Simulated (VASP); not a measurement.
All values below come from LDA (Ceperley-Alder, Perdew-Zunger), VASP's LDA PAW potentials (set 64) (plane waves; VASP).

VASP input:

### INCAR
```
# general
SYSTEM  = Tc
PREC    = Accurate
ENCUT   = 300
LREAL   = F
LASPH   = T

# electronic loop
EDIFF   = 1E-6
NELM    = 100
ALGO    = Normal
LMAXMIX = 4

# smearing
ISMEAR  = -1
SIGMA   = 0.1

# ions
ISIF    = 2

# output
LWAVE   = F
LCHARG  = F
```

### KPOINTS
```
Automatic
0
Gamma
 7 7 2
0 0 0
```

File POSCAR:
```
Tc
2.739360
  1.0000000000   0.0000000000   0.0000000000
 -0.5000000000   0.8660252760   0.0000000000
  0.0000000000   0.0000000000   3.2013609018
Tc
4
Cartesian
  0.0179925000  -0.0137065820   0.0022665635
 -0.0300450000   0.0192690624   1.6113121705
 -0.0089505000   0.5484390848   0.8354847654
  0.5210025000   0.3120245768   2.3529778533
```

POTCAR, in this order: Tc_pv (LDA.64 set). Program: vasp_std.

What VASP printed:

File OUTCAR:
```
 ion  position               nearest neighbor table
   1  0.010  0.984  0.001-   3 2.75   3 2.75   4 2.76   3 2.83   4 2.84   4 2.85
   2  0.981  0.022  0.503-   4 2.51   4 2.57   3 2.57   4 2.66   3 2.66   3 2.72
   3  0.308  0.633  0.261-   2 2.57   2 2.66   2 2.72   1 2.75   1 2.75   1 2.83
   4  0.701  0.360  0.735-   2 2.51   2 2.57   2 2.66   1 2.76   1 2.84   1 2.85
  LATTYP: Found a hexagonal cell.
 ALAT       =     2.7393600000
 C/A-ratio  =     3.2013609018
 Subroutine PRICEL returns:
 Original cell was already a primitive cell.
 Subroutine GETGRP returns: Found  1 space group operations
The static configuration has the point symmetry C_1 .
The dynamic configuration has the point symmetry C_1 .
 Subroutine INISYM returns: Found  1 space group operations
 Subroutine IBZKPT returns following result:
 Found     50 irreducible k-points:

 Following reciprocal coordinates:
            Coordinates               Weight
  0.000000  0.000000  0.000000      1.000000
  0.142857  0.000000  0.000000      2.000000
  0.000000  0.142857  0.000000      2.000000
 -0.142857  0.142857  0.000000      2.000000
  0.285714  0.000000  0.000000      2.000000
  0.000000  0.285714  0.000000      2.000000
 -0.285714  0.285714  0.000000      2.000000
  0.428571  0.000000  0.000000      2.000000
  0.000000  0.428571  0.000000      2.000000
 -0.428571  0.428571  0.000000      2.000000
  0.142857  0.142857  0.000000      2.000000
 -0.142857  0.285714  0.000000      2.000000
 -0.285714  0.142857  0.000000      2.000000
  0.285714  0.142857  0.000000      2.000000
 -0.142857  0.428571  0.000000      2.000000
 -0.428571  0.285714  0.000000      2.000000
 -0.285714  0.428571  0.000000      2.000000
  0.142857  0.285714  0.000000      2.000000
  0.428571 -0.142857  0.000000      2.000000
  0.428571  0.142857  0.000000      2.000000
 -0.142857 -0.428571  0.000000      2.000000
  0.428571  0.428571  0.000000      2.000000
  0.285714  0.285714  0.000000      2.000000
 -0.285714 -0.428571  0.000000      2.000000
  0.428571  0.285714  0.000000      2.000000
  0.000000  0.000000  0.500000      1.000000
  0.142857  0.000000  0.500000      2.000000
  0.000000  0.142857  0.500000      2.000000
 -0.142857  0.142857  0.500000      2.000000
  0.285714  0.000000  0.500000      2.000000
  0.000000  0.285714  0.500000      2.000000
 -0.285714  0.285714  0.500000      2.000000
  0.428571  0.000000  0.500000      2.000000
  0.000000  0.428571  0.500000      2.000000
 -0.428571  0.428571  0.500000      2.000000
  0.142857  0.142857  0.500000      2.000000
 -0.142857  0.285714  0.500000      2.000000
 -0.285714  0.142857  0.500000      2.000000
  0.285714  0.142857  0.500000      2.000000
 -0.142857  0.428571  0.500000      2.000000
   k-points           NKPTS =     50   k-points in BZ     NKDIM =     50   number of bands    NBANDS=     31
   number of dos      NEDOS =    301   number of ions     NIONS =      4
   total plane-waves  NPLWV =  12800
   dimension x,y,z NGX =    16 NGY =   16 NGZ =   50
   dimension x,y,z NGXF=    32 NGYF=   32 NGZF=  100
   ions per type =               4
   PREC   = accura    normal or accurate (medium, high low for compatibility)
   ISTART =      0    job   : 0-new  1-cont  2-samecut
   ICHARG =      2    charge: 1-file 2-atom 10-const
   ISPIN  =      1    spin polarized calculation?
   LNONCOLLINEAR =      F non collinear calculations
   LSORBIT =      F    spin-orbit coupling
   INIWAV =      1    electr: 0-lowe 1-rand  2-diag
   ENCUT  =  300.0 eV  22.05 Ry    4.70 a.u.   3.87  3.87 12.39*2*pi/ulx,y,z
   NELM   =    100;   NELMIN=  2; NELMDL= -5     # of ELM steps
   EDIFF  = 0.1E-05   stopping-criterion for ELM
...
```

OSZICAR:
```
       N       E                     dE             d eps       ncg     rms          rms(c)
DAV:   1     0.530284594266E+03    0.53028E+03   -0.23993E+04  3508   0.115E+03
DAV:   2    -0.286904744812E+02   -0.55898E+03   -0.54714E+03  3415   0.420E+02
DAV:   3    -0.495455021435E+02   -0.20855E+02   -0.20358E+02  4247   0.876E+01
DAV:   4    -0.498681536955E+02   -0.32265E+00   -0.32226E+00  3276   0.103E+01
DAV:   5    -0.498775672527E+02   -0.94136E-02   -0.94107E-02  4050   0.138E+00    0.293E+01
DAV:   6    -0.475113537314E+02    0.23662E+01   -0.11708E+01  4064   0.252E+01    0.106E+01
DAV:   7    -0.508592463431E+02   -0.33479E+01   -0.37656E+01  4322   0.414E+01    0.133E+01
DAV:   8    -0.465644271340E+02    0.42948E+01   -0.22848E+01  4239   0.202E+01    0.173E+00
DAV:   9    -0.467256987130E+02   -0.16127E+00   -0.19427E+00  4063   0.604E+00    0.185E+00
DAV:  10    -0.466883664344E+02    0.37332E-01   -0.11951E-01  3886   0.306E+00    0.849E-01
DAV:  11    -0.466810209030E+02    0.73455E-02   -0.11068E-01  4150   0.281E+00    0.573E-01
DAV:  12    -0.466783117057E+02    0.27092E-02   -0.12347E-02  4083   0.100E+00    0.383E-01
DAV:  13    -0.466759635763E+02    0.23481E-02   -0.11747E-02  4053   0.955E-01    0.664E-02
DAV:  14    -0.466759725052E+02   -0.89290E-05   -0.44630E-04  3353   0.149E-01    0.254E-02
DAV:  15    -0.466759739516E+02   -0.14463E-05   -0.94574E-05  4255   0.693E-02    0.174E-02
DAV:  16    -0.466759699252E+02    0.40264E-05   -0.10951E-05  3384   0.316E-02    0.672E-03
DAV:  17    -0.466759692785E+02    0.64670E-06   -0.37539E-06  3318   0.160E-02
   1 F= -.46675969E+02 E0= -.46618715E+02  d E =-.114509E+00
```

File OUTCAR:
```
------------------------ aborting loop because EDIFF is reached ----------------------------------------
  FORCE on cell =-STRESS in cart. coord.  units (eV):
  Direction    XX          YY          ZZ          XY          YZ          ZX
  --------------------------------------------------------------------------------------
  Total       -3.7426786     -2.9303248     -2.5051100     -0.3547065     -0.2554824     -0.4180735
  in kB     -105.2157093    -82.3784872    -70.4246738     -9.9716525     -7.1822267    -11.7530525
  external PRESSURE =     -86.0062901 kB  Pullay stress =       0.0000000 kB
  volume of cell :       56.99
      direct lattice vectors                 reciprocal lattice vectors
     2.739360000  0.000000000  0.000000000     0.365048771  0.210761037  0.000000000
    -1.369680000  2.372355000  0.000000000     0.000000000  0.421522074  0.000000000
     0.000000000  0.000000000  8.769680000     0.000000000  0.000000000  0.114029246
 POSITION                                       TOTAL-FORCE (eV/Angst)
 -----------------------------------------------------------------------------------
     -1.32039      2.33481      0.00621        -0.108233      0.068896      0.177544
      2.65706      0.05278      4.41396         0.372946     -0.165070     -0.551725
     -0.02452      1.50237      2.28869         0.084788      0.277535     -1.596747
      1.42721      0.85475      6.44565        -0.349501     -0.181361      1.970929
 -----------------------------------------------------------------------------------
    total drift:                               -0.000216      0.000177     -0.000553
  FREE ENERGIE OF THE ION-ELECTRON SYSTEM (eV)
  ---------------------------------------------------
  free  energy   TOTEN  =       -46.6759692785 eV

  energy  without entropy=      -46.5614607486  energy(sigma->0) =      -46.61871501
```
(Selected blocks of OUTCAR.)

At this cut-off the stress carries a Pulay error, which pulls relaxed volumes low.

The structure comes from a computed database's Tc entry; how it stands against other phases isn't given here. The cell was not relaxed at this level, atoms are displaced from their ideal sites. The k-mesh is coarse (spacing up to 0.38 per Å, 2π included), so the numbers may not be converged in it. The run is one of a series of settings (GGA removed, POTCAR Tc_pv (LDA.64 set) against the base run), some of them coarse on purpose.
